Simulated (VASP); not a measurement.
Runs of VASP 6.6.1 on WC. The structure is cubic, space group Fd-3m (No. 227). The conventional cell has a = 5.774 Å, b = 5.774 Å, c = 5.774 Å, α = 90.00°, β = 90.00°, γ = 90.00°. W (site symmetry -43m) has 4 W at 2.50 Å and 4 C at 2.50 Å as nearest neighbours. Around C (site symmetry -43m) lie 4 W at 2.50 Å and 4 C at 2.50 Å. The cell was built by a generator and needn't be a form met in nature.

```csv
task,cell,smearing,target pressure,other keys,gap on the mesh (eV),pressure (GPa),relaxed volume (Å³/atom)
relaxation of cell and atoms,relaxed to 20 GPa,fermi-dirac 0.05 eV,20 GPa,-,none,20.0,-
relaxation of cell and atoms,relaxed to 10 GPa,fermi-dirac 0.05 eV,10 GPa,-,none,9.8,-
relaxation of the volume alone,relaxed,tetrahedron,-,ISIF = 7; ISMEAR = -5; SIGMA = 0.2,none,-0.1,(a)
relaxation of cell and atoms,relaxed,fermi-dirac 0.05 eV,-,-,none,-0.1,11.53
relaxation of cell and atoms,relaxed to 30 GPa,fermi-dirac 0.05 eV,30 GPa,-,none,30.0,-
relaxation of cell and atoms,relaxed to 2 GPa,fermi-dirac 0.05 eV,2 GPa,-,none,2.0,-
relaxation of cell and atoms,relaxed to 5 GPa,fermi-dirac 0.05 eV,5 GPa,-,none,4.9,-
```

Alike in all rows: level LDA; potentials or basis VASP PAW LDA potentials, release 64 (W_sv, C); no spin polarisation; k mesh 6 × 6 × 6; cutoff (eV) 600.

Q: Estimate the missing entries.

A: (a) 11.54.

Caveats: the cell is relaxed towards a set pressure, so the enthalpy falls and the energy may rise (some runs); tetrahedron occupations give inexact forces and stress in metals (some runs).

A k mesh can miss the band edges, and the runs leave out spin-orbit coupling on W.

A gap of «none» marks a metal or a gap under the smearing width.
